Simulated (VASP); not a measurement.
Output of a VASP run:

**OSZICAR**
```
       N       E                     dE             d eps       ncg     rms          rms(c)
DAV:   1     0.854005711387E+02    0.85401E+02   -0.78290E+03  4059   0.118E+03
DAV:   2    -0.147364890437E+02   -0.10014E+03   -0.97727E+02  3701   0.399E+02
DAV:   3    -0.190727301126E+02   -0.43362E+01   -0.39649E+01  4197   0.628E+01
DAV:   4    -0.193894816312E+02   -0.31675E+00   -0.28983E+00  3796   0.126E+01
DAV:   5    -0.194155580967E+02   -0.26076E-01   -0.25642E-01  4069   0.350E+00    0.186E+01
DAV:   6    -0.183186187762E+02    0.10969E+01   -0.19103E+00  4405   0.247E+01    0.650E+00
DAV:   7    -0.181015447033E+02    0.21707E+00   -0.81462E-01  4784   0.168E+01    0.160E+00
DAV:   8    -0.180909064627E+02    0.10638E-01   -0.75121E-02  4742   0.320E+00    0.725E-01
DAV:   9    -0.180847513001E+02    0.61552E-02   -0.29983E-02  4608   0.299E+00    0.321E-01
DAV:  10    -0.180836628842E+02    0.10884E-02   -0.52794E-03  4684   0.828E-01    0.119E-01
DAV:  11    -0.180836538575E+02    0.90267E-05   -0.19106E-04  4132   0.167E-01    0.149E-02
DAV:  12    -0.180836553311E+02   -0.14736E-05   -0.15014E-05  2561   0.508E-02    0.674E-03
DAV:  13    -0.180836547349E+02    0.59621E-06   -0.18741E-06  2495   0.178E-02
   1 F= -.18083655E+02 E0= -.18039008E+02  d E =-.892932E-01
```

File OUTCAR:
```
------------------------ aborting loop because EDIFF is reached ----------------------------------------
  FORCE on cell =-STRESS in cart. coord.  units (eV):
  Direction    XX          YY          ZZ          XY          YZ          ZX
  --------------------------------------------------------------------------------------
  Total       -2.7793817     -2.7437796     -3.1661647     -0.0188187     -0.0023949      0.0067298
  in kB     -116.1658712   -114.6778609   -132.3316922     -0.7865404     -0.1000950      0.2812748
  external PRESSURE =    -121.0584748 kB  Pullay stress =       0.0000000 kB
  volume of cell :       38.33
      direct lattice vectors                 reciprocal lattice vectors
     3.080993000  0.000000000  0.000000000     0.324570682  0.000000000  0.000000000
     0.000000000  3.080993000  0.000000000     0.000000000  0.324570682  0.000000000
     0.000000000  0.000000000  4.038302000     0.000000000  0.000000000  0.247628830
 POSITION                                       TOTAL-FORCE (eV/Angst)
 -----------------------------------------------------------------------------------
      1.50214      1.55383      2.01115         0.308531     -0.109359      0.083660
      0.03836      3.06766      0.00800        -0.308531      0.109359     -0.083660
 -----------------------------------------------------------------------------------
    total drift:                               -0.000045      0.000158     -0.000229
  FREE ENERGIE OF THE ION-ELECTRON SYSTEM (eV)
  ---------------------------------------------------
  free  energy   TOTEN  =       -18.0836547349 eV

  energy  without entropy=      -17.9943615437  energy(sigma->0) =      -18.03900814
```
(Selected blocks of OUTCAR.)

File POSCAR:
```
ScRe
1
    3.0809930000     0.0000000000     0.0000000000
    0.0000000000     3.0809930000     0.0000000000
    0.0000000000     0.0000000000     4.0383020000
Sc Re
1 1
Direct
  0.4875490000   0.5043270000   0.4980190000
  0.0124510000  -0.0043270000   0.0019810000
```

Question: Reconstruct the remaining input files.

Answer: This is not unique; one that fits is the input of the run itself, PBE GGA, plane waves, VASP's PBE PAW potentials (set 64).

**KPOINTS**
```
Automatic mesh
0
Gamma
6 6 5
0 0 0
```

INCAR:
```
# general
SYSTEM  = ScRe
PREC    = Accurate
ENCUT   = 300
LREAL   = .FALSE.   # projection in real space or not
LASPH   = .TRUE.

# electronic loop
EDIFF   = 1E-6   # SCF stop (eV)
NELM    = 100   # most electronic steps
ALGO    = Normal   # blocked Davidson
LMAXMIX = 6   # l cut-off of mixed one-centre charges

# smearing
ISMEAR  = -1   # Fermi-Dirac
SIGMA   = 0.1

# functional
GGA     = PE   # PBE

# ions
ISIF    = 2   # forces and stress, cell fixed

# output
LWAVE   = .FALSE.
LCHARG  = .FALSE.
```

POTCAR, in this order: Sc_sv Re (PBE.64 set). Program: vasp_std.

At this cut-off the stress carries a Pulay error, which pulls relaxed volumes low.

The structure was generated: ScRe was put into an ordered model structure, which need not be its known phase. The cell was not relaxed at this level, atoms are displaced from their ideal sites. The k-mesh is coarse (spacing up to 0.34 per Å, 2π included), so the numbers may not be converged in it.
